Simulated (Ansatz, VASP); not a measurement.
# Cross-check of Os (Osmium) between VASP and Ansatz

One calculation is typed for both programs; each brings its own data sets. How far apart do they land? The cell is taken from a series of runs on this material, whose earlier steps may have relaxed, scaled, displaced or heated it; both programs get it as it stands.

Calculated with Ansatz 0.2.0; plane waves, with VASP 6.6.1 beside it; zone-centre phonons at LDA.

### Step 1. The starting structure

The structure is hexagonal, space group P6_3/mmc (No. 194). Conventional cell: a = 2.699 Å, b = 2.699 Å, c = 4.420 Å, α = 90.00°, β = 90.00°, γ = 120.00°. Nearest to Os lie 12 Os at 2.70 Å.

Structure file:

```xyz
2
Lattice="2.6987 0.0000 0.0000 -1.3493 2.3371 0.0000 0.0000 0.0000 4.4196" Properties=species:S:1:pos:R:3 pbc="T T T"
Os    0.0000    1.5581    1.1049
Os    1.3493    0.7790    3.3147
```

### Step 2. VASP: zone-centre phonons, LDA

Second derivatives magnify differences that forces hide, and they need a tight electronic threshold.

Lines of VASP's logs that name or quote its potential files are left out, and so is its time.

The input, INCAR:

```
SYSTEM = Os
PREC = Accurate
ENCUT = 600
EDIFF = 1E-08
NELM = 120
ISMEAR = 1
SIGMA = 0.2
LREAL = .FALSE.
ALGO = Normal
GGA = CA
NBANDS = 14
LASPH = .TRUE.
LORBIT = 11
LWAVE = .FALSE.
LCHARG = .FALSE.
ISIF = 2
IBRION = 8
GGA_COMPAT = .FALSE.
KPAR = 2
```

The input, POSCAR:

```
Os
1.0
    2.6986605081      0.0000000000      0.0000000000
   -1.3493302541      2.3371085562      0.0000000000
    0.0000000000      0.0000000000      4.4195907015
Os
2
Direct
    0.3333333323      0.6666666677      0.2500000000
    0.6666666677      0.3333333323      0.7500000000
```

The input, KPOINTS:

```
Automatic mesh
0
Gamma
18 18 12
0 0 0
```

Potentials, in the order of the species: Os (LDA family, release 64).

The run is started by

```
mpirun -np 2 vasp_std
```

Numbers of over 12 decimals in the logs are rounded to 6 here.

The program printed:

```text
[banner, memory and clock lines left out]
running    2 mpi-ranks, on    1 nodes
 distrk:  each k-point on    1 cores,    2 groups
 distr:  one band on    1 cores,    1 groups

 POSCAR found type information on POSCAR Os
 POSCAR found :  1 types and       2 ions
 LDA part: xc-table for (Slater(with rela. corr.)+CA(PZ))
 , standard interpolation
 POSCAR, INCAR and KPOINTS ok, starting setup
 FFT: planning ... GRIDC
 FFT: planning ... GRID_SOFT
 FFT: planning ... GRID
 WAVECAR not read
 entering main loop
       N       E                     dE             d eps       ncg     rms          rms(c)
DAV:   1     0.109816319657E+03    0.10982E+03   -0.82827E+03  7252   0.123E+03
DAV:   2    -0.209300646073E+02   -0.13075E+03   -0.11575E+03  7446   0.358E+02
DAV:   3    -0.268029414005E+02   -0.58729E+01   -0.55797E+01  9394   0.667E+01
DAV:   4    -0.268642729033E+02   -0.61332E-01   -0.61109E-01  7996   0.696E+00
DAV:   5    -0.268646026286E+02   -0.32973E-03   -0.32970E-03  9382   0.460E-01    0.329E+01
DAV:   6    -0.256009316851E+02    0.12637E+01   -0.12323E+00  8872   0.992E+00    0.143E+01
DAV:   7    -0.252666235578E+02    0.33431E+00   -0.71124E-01  9156   0.739E+00    0.850E-01
DAV:   8    -0.252581098189E+02    0.85137E-02   -0.68860E-03  7356   0.643E-01    0.349E-01
DAV:   9    -0.252559732337E+02    0.21366E-02   -0.14647E-03  8758   0.394E-01    0.523E-02
DAV:  10    -0.252559818503E+02   -0.86166E-05   -0.25572E-05  9004   0.402E-02    0.155E-02
DAV:  11    -0.252559737570E+02    0.80933E-05   -0.23256E-06  8368   0.182E-02    0.915E-04
DAV:  12    -0.252559736769E+02    0.80118E-07   -0.55561E-08  8932   0.234E-03    0.229E-04
DAV:  13    -0.252559736761E+02    0.81957E-09   -0.13834E-09  5312   0.338E-04
   1 F= -.25255974E+02 E0= -.25255898E+02  d E =-.227988E-03
 Linear response reoptimize wavefunctions to high precision
DAV:   1    -0.252559736760E+02    0.25693E-10   -0.13266E-10  5342   0.124E-04
 Linear response DOF=           2
 Linear response progress:
  Degree of freedom:   1/  2
       N       E                     dE             d eps       ncg     rms          rms(c)
RMM:   1    -0.195918848649E+00   -0.19592E+00   -0.10978E-01 53581   0.252E+00
RMM:   2    -0.192997153515E+00    0.29217E-02   -0.15717E-03 45256   0.482E-01    0.152E-01
RMM:   3    -0.191778556929E+00    0.12186E-02   -0.50764E-04 50111   0.153E-01    0.848E-02
RMM:   4    -0.191121163981E+00    0.65739E-03   -0.75693E-04 50614   0.182E-01    0.111E-02
RMM:   5    -0.191184127185E+00   -0.62963E-04   -0.12064E-05 51951   0.255E-02    0.354E-03
RMM:   6    -0.191170896504E+00    0.13231E-04   -0.57709E-07 52081   0.576E-03    0.158E-03
RMM:   7    -0.191164572382E+00    0.63241E-05    0.12489E-07 53126   0.251E-03    0.718E-04
RMM:   8    -0.191160781242E+00    0.37911E-05    0.25307E-07 52449   0.873E-04    0.734E-05
RMM:   9    -0.191160527371E+00    0.25387E-06    0.72990E-08 53862   0.149E-04    0.233E-05
RMM:  10    -0.191160478192E+00    0.49179E-07    0.17690E-08 53776   0.461E-05    0.333E-06
RMM:  11    -0.191160462067E+00    0.16125E-07    0.10520E-08 52924   0.213E-05    0.131E-06
RMM:  12    -0.191160465965E+00   -0.38980E-08    0.16126E-08 45549   0.168E-05    0.375E-07
 first order change of Fermi-energy  -0.16102E-04
 force on displaced ion       1 direction 1 :  -8.302   0.001   0.000
 Linear response progress:
  Degree of freedom:   2/  2
       N       E                     dE             d eps       ncg     rms          rms(c)
RMM:   1    -0.253404230283E+00   -0.25340E+00   -0.13811E-01 18786   0.265E+00
RMM:   2    -0.245639782693E+00    0.77644E-02   -0.53751E-03 15171   0.689E-01    0.178E-01
RMM:   3    -0.245051440872E+00    0.58834E-03   -0.63511E-04 17702   0.146E-01    0.993E-02
RMM:   4    -0.245130521599E+00   -0.79081E-04   -0.34383E-04 17742   0.137E-01    0.199E-02
RMM:   5    -0.245184279028E+00   -0.53757E-04    0.20399E-07 18180   0.255E-02    0.147E-02
RMM:   6    -0.245204478531E+00   -0.20200E-04    0.53288E-06 18065   0.107E-02    0.403E-03
RMM:   7    -0.245222715100E+00   -0.18237E-04    0.19648E-06 18184   0.447E-03    0.464E-04
RMM:   8    -0.245221656043E+00    0.10591E-05   -0.31440E-07 18462   0.522E-04    0.198E-04
RMM:   9    -0.245219999366E+00    0.16567E-05    0.10695E-07 18369   0.151E-04    0.260E-05
RMM:  10    -0.245219918045E+00    0.81321E-07    0.15166E-09 18433   0.521E-05    0.499E-06
RMM:  11    -0.245219918340E+00   -0.29530E-09    0.13234E-09 18142   0.247E-05    0.116E-06
 first order change of Fermi-energy   0.90543E-04
 force on displaced ion       1 direction 3 :  -0.000   0.000 -12.420
 Linear response finished
```

Parts of OUTCAR (step 2):

```text
ion  position               nearest neighbor table
   1  0.333  0.667  0.250-   2 2.70   2 2.70   2 2.70   2 2.70   2 2.70   2 2.70
   2  0.667  0.333  0.750-   1 2.70   1 2.70   1 2.70   1 2.70   1 2.70   1 2.70

  LATTYP: Found a hexagonal cell.
 ALAT       =     2.6986605081
 C/A-ratio  =     1.6376979202

 Subroutine GETGRP returns: Found 24 space group operations
 (whereof 12 operations were pure point group operations)

The static configuration has the point symmetry D_3d.
 The point group associated with its full space group is D_6h.

 Found    259 irreducible k-points:

   k-points           NKPTS =    259   k-points in BZ     NKDIM =    259   number of bands    NBANDS=     14

   dimension x,y,z NGX =    24 NGY =   24 NGZ =   36
   dimension x,y,z NGXF=    48 NGYF=   48 NGZF=   72

   ENCUT  =  600.0 eV  44.10 Ry    6.64 a.u.   5.39  5.39  8.83*2*pi/ulx,y,z

   NELECT =      16.0000    total number of electrons

 k-points in reciprocal lattice and weights: Automatic mesh
   0.00000000  0.00000000  0.00000000       0.000
   0.05555556  0.00000000  0.00000000       0.002
   0.11111111  0.00000000  0.00000000       0.002
   0.16666667 -0.00000000  0.00000000       0.002
   0.22222222  0.00000000  0.00000000       0.002
   0.27777778  0.00000000  0.00000000       0.002
   0.33333333  0.00000000  0.00000000       0.002
   0.38888889  0.00000000  0.00000000       0.002
   0.44444444  0.00000000  0.00000000       0.002
[...]
0.33333333  0.27777778  0.50000000       0.003
   0.33333333  0.33333333  0.50000000       0.001

 average (electrostatic) potential at core
       1 -43.4898       2 -43.4898

  Total        0.1718771      0.1718771     -3.6997203     -0.0000000     -0.0000000      0.0000000
  in kB        9.8791435      9.8791435   -212.6523965     -0.0000000     -0.0000000      0.0000000
  external PRESSURE =     -64.2980365 kB  Pullay stress =       0.0000000 kB

  energy-cutoff  :      600.00
  volume of cell :       27.87
      direct lattice vectors                 reciprocal lattice vectors
     2.698660508  0.000000000  0.000000000     0.370554205  0.213939570  0.000000000
    -1.349330254  2.337108556  0.000000000     0.000000000  0.427879140  0.000000000
     0.000000000  0.000000000  4.419590701     0.000000000  0.000000000  0.226265296

 POSITION                                       TOTAL-FORCE (eV/Angst)
 -----------------------------------------------------------------------------------
     -0.00000      1.55807      1.10490         0.000000      0.000000      0.000000
      1.34933      0.77904      3.31469        -0.000000      0.000000      0.000000
 -----------------------------------------------------------------------------------
    total drift:                               -0.000000      0.000000     -0.000000

 Eigenvectors and eigenvalues of the dynamical matrix
 ----------------------------------------------------

   1 f  =    5.649714 THz    35.498200 2PiTHz  188.454173 cm-1    23.365329 meV
             X         Y         Z           dx          dy          dz
     -0.000000  1.558072  1.104898    -0.000000    0.000000    0.707107
      1.349330  0.779036  3.314693     0.000000   -0.000000   -0.707107

   2 f  =    4.618920 THz    29.021530 2PiTHz  154.070588 cm-1    19.102310 meV
             X         Y         Z           dx          dy          dz
     -0.000000  1.558072  1.104898     0.521555   -0.477473   -0.000000
      1.349330  0.779036  3.314693    -0.521555    0.477473   -0.000000

   3 f  =    4.618920 THz    29.021530 2PiTHz  154.070588 cm-1    19.102310 meV
             X         Y         Z           dx          dy          dz
     -0.000000  1.558072  1.104898     0.477473    0.521555    0.000000
      1.349330  0.779036  3.314693    -0.477473   -0.521555    0.000000

   4 f/i=    0.000000 THz     0.000000 2PiTHz    0.000001 cm-1     0.000000 meV
             X         Y         Z           dx          dy          dz
     -0.000000  1.558072  1.104898     0.693502   -0.103853    0.090936
      1.349330  0.779036  3.314693     0.693502   -0.103853    0.090936

   5 f/i=    0.000000 THz     0.000000 2PiTHz    0.000002 cm-1     0.000000 meV
             X         Y         Z           dx          dy          dz
     -0.000000  1.558072  1.104898     0.121963    0.242815   -0.652814
      1.349330  0.779036  3.314693     0.121963    0.242815   -0.652814

   6 f/i=    0.000000 THz     0.000001 2PiTHz    0.000003 cm-1     0.000000 meV
             X         Y         Z           dx          dy          dz
     -0.000000  1.558072  1.104898     0.064652    0.655938    0.256056
      1.349330  0.779036  3.314693     0.064652    0.655938    0.256056

 ELASTIC MODULI CONTR FROM IONIC RELAXATION (kBar)
 Direction    XX          YY          ZZ          XY          YZ          ZX
 --------------------------------------------------------------------------------
 XX         -33.6255     33.6255     -0.0000      0.0000      0.0000      0.0000
 YY          33.6255    -33.6255      0.0000      0.0000      0.0000      0.0000
 ZZ          -0.0000      0.0000     -0.0000      0.0000      0.0000      0.0000
 XY           0.0000      0.0000      0.0000    -33.6255      0.0000      0.0000
 YZ           0.0000      0.0000      0.0000      0.0000      0.0000      0.0000
 ZX           0.0000      0.0000      0.0000      0.0000      0.0000      0.0000
 --------------------------------------------------------------------------------
```

### Step 3. Ansatz: zone-centre phonons, LDA

Ansatz runs on its PAW soft_1 files.

The same cell, functional (in two slightly different forms), mesh and smearing now go to Ansatz, which takes its cutoff from its data sets.

The input, input.yaml:

```yaml
crystal:
  lattice:
    - [2.6986605081, 0.0, 0.0]
    - [-1.3493302541, 2.3371085562, 0.0]
    - [0.0, 0.0, 4.4195907015]
  atoms:
    - { symbol: Os, position: [0.3333333323, 0.6666666677, 0.25] }
    - { symbol: Os, position: [0.6666666677, 0.3333333323, 0.75] }
kpoints:
  mp_grid: { grid: [18, 18, 12] }
hamiltonian:
  xc: lda
  pseudopotentials: { kind: paw, azcp: { folder: soft_1 }, xc_functional: pbe }
scf:
  occupations: { method: methfessel_paxton, width: 0.2 }
output:
  eigenvalues: true
phonons:
  method: dfpt
```

The run is started by

```
ansatz run input.yaml --threads 4 --pin off --max-ram 10240MiB --backend cpu --events-out ev --progress --plain --runs-dir out
```

The program printed:

```text
zone centre: on kpoints.mp_grid the ground state, and the responses unless they are solved on pairs of k-points, stand on 637 of the mesh's 3888 k-points, reduced under 4 symmetry operations, with k and −k counted as one. Each operation leaves every solved displacement unchanged or reverses it
Engine: ansatz 0.2.0, aarch64-unknown-linux-gnu
Pseudopotentials: kind: paw
Pseudopotential: Os, paw, valence charge 16, recommended cutoff 420 eV (normal), soft_1/Os.paw.azcp
Functional definition: SPW92
  exchange = slater_x
  correlation = pw_c
Crystal: 2 atoms, lattice volume = 27.875 Å³
Basis set: ecut = 420 eV, 549 PW (Γ), exchange–correlation on 40×40×60 points (8 copies of the dense FFT grid, shifted against one another)
Bands: 20, of which v1, the nominal top of the filled ones, is band 16 counted from 1 (15 counted from 0)
Symmetry: 24 space group operations
k-points: 637 of 3888 (irreducible under 4 space group operations, time reversal used)
Non-local potential: Os, projectors of the file, l = 0: 3, l = 1: 2, l = 2: 2, l = 3: 1
PAW form: soft (Blöchl's): semilocal exchange-correlation on the pseudo side does not see the compensation charge
PAW frozen core: Os, regenerated for the run's functional, and the local potential with it (the file was generated under x = pbe(κ = 0.804, μ = 0.219515), c = pbe(β = 0.066725))
PAW one-centre angular grid: Os, 590 points (default); XC on 64 Gauss nodes
Initial density: superposition of atomic densities (chi_scale 0.1, normalization cell)
Initial wavefunctions: pseudopotential atomic-orbital guess
Functional: x = slater, c = lda
SCF iter   1: F=—  HF=-22239.349840 eV  |F-HF|=—  |Δ(HF+E_count)|=         —  Δρ=6.04e-2  dr2=8.54e-1  ethr=3.10e-3  ⟨swp⟩=5.0  Hψ=115756  notcnv=0  defer=36
automatic band count: the SCF goes on with 24 bands, as 20 were too few: they end inside the smearing window of the response
preconditioner: auto → none  [metal: Δε(μ)=0.016 eV  Ē_g=12.128 eV  σ=0.200 eV  W_gap=0.07  n_scr=8 (ndim 8)  ℏωp=28.1 eV  f_vac=0.000  D(μ)=1.14/eV (n_scr^D=8)  sad-step TF]
SCF iter   2: F=—  HF=-22239.119195 eV  |F-HF|=—  |Δ(HF+E_count)|=   2.31e-1  S|Δr|=    0.00e0  Δρ=3.53e-2  dr2=2.84e-1  ethr=2.67e-3  ⟨swp⟩=2.0  Hψ=22923  notcnv=0  defer=403
SCF iter   3: F=—  HF=-22239.012954 eV  |F-HF|=—  |Δ(HF+E_count)|=   1.06e-1  S|Δr|=    0.00e0  Δρ=1.66e-3  dr2=4.13e-4  ethr=8.87e-4  ⟨swp⟩=2.0  Hψ=21734  notcnv=0  defer=403
SCF iter   4: F=—  HF=-22239.012586 eV  |F-HF|=—  |Δ(HF+E_count)|=   3.68e-4  S|Δr|=    0.00e0  Δρ=2.33e-4  dr2=4.88e-6  ethr=1.29e-6  ⟨swp⟩=2.2  Hψ=23300  notcnv=0  defer=663
SCF iter   5: F=—  HF=-22239.012584 eV  |F-HF|=—  |Δ(HF+E_count)|=   2.33e-6  S|Δr|=    0.00e0  Δρ=5.02e-5  dr2=5.11e-7  ethr=1.52e-8  ⟨swp⟩=2.0  Hψ=23884  notcnv=0  defer=663
SCF iter   6: F=—  HF=-22239.012590 eV  |F-HF|=—  |Δ(HF+E_count)|=   5.98e-6  S|Δr|=    0.00e0  Δρ=7.96e-6  dr2=1.02e-8  ethr=1.60e-9  ⟨swp⟩=2.6  Hψ=22039  notcnv=0  defer=817
SCF iter   7: F=—  HF=-22239.012590 eV  |F-HF|=—  |Δ(HF+E_count)|=   2.90e-9  S|Δr|=    0.00e0  Δρ=1.38e-6  dr2=1.10e-10  ethr=3.20e-11  ⟨swp⟩=2.1  Hψ=21696  notcnv=0  defer=817
SCF iter   8: F=-22239.012590 eV  HF=-22239.012590 eV  |F-HF|=7.28e-12  |Δ(HF+E_count)|=  1.02e-10  S|Δr|=    0.00e0  Δρ=1.93e-7  dr2=5.61e-12  ethr=1.00e-12  ⟨swp⟩=9.7  Hψ=69912  notcnv=0
SCF 1 converged in 8 iterations: F = -22239.012590 eV  dr2 = 5.61e-12
  greatest PAW one-centre occupation: 1.000 electrons in one spin orbital (limit 2), on the Os atom at site 1 (counted from 0), in its partial waves of l = 0
DFPT response loops at Γ: preconditioner auto → Kerker (q_TF=auto, 2.792 Å⁻¹) (partly filled bands, converged f_vac=0.000); β = 1.00, the filter's whole step (`scf.mixing.beta` (0.50) is not read by the response loops under this deck's `scf.mixing.preconditioner`; to damp them name `kerker` or `kerker_dos`, under which they read `scf.mixing.beta`, and type it under 1.00, their step now; both keys bind the ground state too); Broyden in place of MSR1
SCF converged after 8 iterations
Stability not checked: this state was not tested for a lower state beside it, because cold or Methfessel-Paxton smearing, or corrected tetrahedra, fill the levels in a way that the test cannot read (fill_not_monotonic; see scf.lower_state_search)
Free energy (F): -22239.012590 eV
Harris-Foulkes:  -22239.012590 eV  (|F-HF|=7.28e-12)
Internal energy: -22239.012451 eV  (E = F + TS)
E sigma→0 (E₀):  -22239.012555 eV
Entropy (-TS):   -0.000139 eV (-0.069 meV/atom)
Fermi energy:    25.758956 eV
--- Per-component energies (eV) ---
  E_band       = -138.084968
  E_kinetic    = 985.811671
  E_local      = -1828.875471  (includes V_loc(G=0)·N_el)
  E_nonlocal   = 405.677682
  E_hartree    = 651.826021
  E_xc         = -465.898961
  E_vxc        = -493.302668  (∫ρ·V_xc dr)
  E_paw        = -17564.218254  (= ΣΔE_a)
  E_vpaw       = -511.049171  (= ΣTr[D̂ρ^β])
  E_aug_tail   = 0.000841  (compensation charges beyond the density's cutoff)
  E_ewald      = -4424.061626
  E_core_change = 0.725646  (= ΣΔE_core)
  E_smearing   = -0.000139  (= −TS)
  E_closure    = 0.000000  (closes the sum)
  Σ components = -22239.012590   (vs F -22239.012590, Δ=0.00e0)
--- Band table (eV; the first three rows and the last of 637) ---
  k-point 0: bands = [... 12 lower, 22.7258, 23.4743, 23.4743, 24.5209, 24.5209, 25.4493, 27.4838, 27.4838, ... 4 higher]
  k-point 1: bands = [... 12 lower, 22.6891, 23.4286, 23.4286, 24.6276, 24.6276, 25.1710, 27.4854, 27.4854, ... 4 higher]
  k-point 2: bands = [... 12 lower, 22.6095, 23.3034, 23.3034, 24.4756, 24.9126, 24.9126, 27.4743, 27.4743, ... 4 higher]
  k-point 636: bands = [... 12 lower, 22.3518, 22.3518, 24.1148, 24.1148, 28.0604, 28.0604, 30.7916, 30.7916, ... 4 higher]
--- Phonons (Γ-DFPT): 2 representative perturbations + reference, on 637 of 3888 k-points (Σ response iterations 4) ---
  k mesh reduced under 4 symmetry operations, with k and −k counted as one. Each operation leaves every solved displacement unchanged or reverses it
  ASR residual: 1.399e-4 → 0.000e0 eV/Å²; symmetrization residual: 7.114e-10 eV/Å²
  ASR residual per site (eV/Å²): 1.40e-4 1.40e-4
  Γ frequencies (cm⁻¹): 0.00 0.00 0.00 154.38 154.38 189.77
  non-analytic LO–TO correction: not included (Born effective charges unavailable; polar crystals: no LO–TO splitting at Γ)
```

### Step 4. Differences

Known differences besides the potentials themselves: the two LDA forms differ slightly; the data sets hold 32 valence electrons in Ansatz (on its PAW soft_1 files) and 16 in VASP; the cutoff is 420 eV in Ansatz and 600 eV in VASP; VASP's log shows a relativistic correction to its local exchange, Ansatz's none. Total energies have different zeros and are not compared.

The two programs side by side:

| quantity | Ansatz | VASP | difference |
| --- | --- | --- | --- |
| optical mode 1 to 2 (cm⁻¹) | 154.4 | 154.1 | +0.20 % |
| optical mode 3 (cm⁻¹) | 189.8 | 188.5 | +0.70 % |

Modes are paired by rising frequency, not by their patterns, so a pair may set unlike modes beside each other; they are those without the splitting of longitudinal modes.

### Step 5. Summary of results

| Property | Result |
| --- | --- |
| r.m.s. difference of the optical zone-centre modes, each program's sorted by frequency (zone-centre phonons, LDA) | 0.80 cm⁻¹ |
| difference in optical mode 3 (zone-centre phonons, LDA) | +0.7 % |

In words: The r.m.s. difference of the optical zone-centre modes, each program's sorted by frequency is 0.80 cm⁻¹ (zone-centre phonons, LDA). The data sets hold unlike numbers of valence electrons (32 in Ansatz and 16 in VASP), so part of the differences comes from the potentials. Among the rows given in per cent, the largest difference of the zone-centre phonons, LDA pair is in optical mode 3, +0.7 %. Such differences can come from data sets, numerical settings and the points named under the comparisons, not from the functional's error against experiment.

[Lines on the potential files, build, host, timing and source positions are cut from VASP's logs without a mark.]

[Logs are printed without paths, hosts, clocks, repeated set-up lines and the standing remarks that a program may print on its own settings, such as how far it seeks lower states.]

[Hosts, paths, dates, database ids (printed as entryN), source tags and the programs' standing remarks are cut or masked in the printed files.]
